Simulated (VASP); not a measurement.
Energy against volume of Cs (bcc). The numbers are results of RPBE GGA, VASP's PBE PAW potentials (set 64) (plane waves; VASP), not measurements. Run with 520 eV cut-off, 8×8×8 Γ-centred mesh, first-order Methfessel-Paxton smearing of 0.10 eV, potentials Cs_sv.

```json
[
 {"V (Å³/atom)": "127.374", "E (eV/atom)": "-0.73077"},
 {"V (Å³/atom)": "131.314", "E (eV/atom)": "-0.73172"},
 {"V (Å³/atom)": "135.253", "E (eV/atom)": "-0.73142"},
 {"V (Å³/atom)": "139.192", "E (eV/atom)": "-0.73001"}
]
```

Task: Fit these four points and predict the energy of the run at 123.435 Å³/atom.

Result: A cubic in V^(−2/3), the third-order Birch-Murnaghan form, passes through the four points with V0 = 132.27 Å³/atom and B0 = 2 GPa, and gives -0.7284 eV/atom there. The run gave -0.7284 eV/atom, +0.0 meV/atom from the fit; all five points give B0 = 2 GPa.

The compound is Cs in the bcc structure. It was relaxed first, which changed the volume by +17 %.
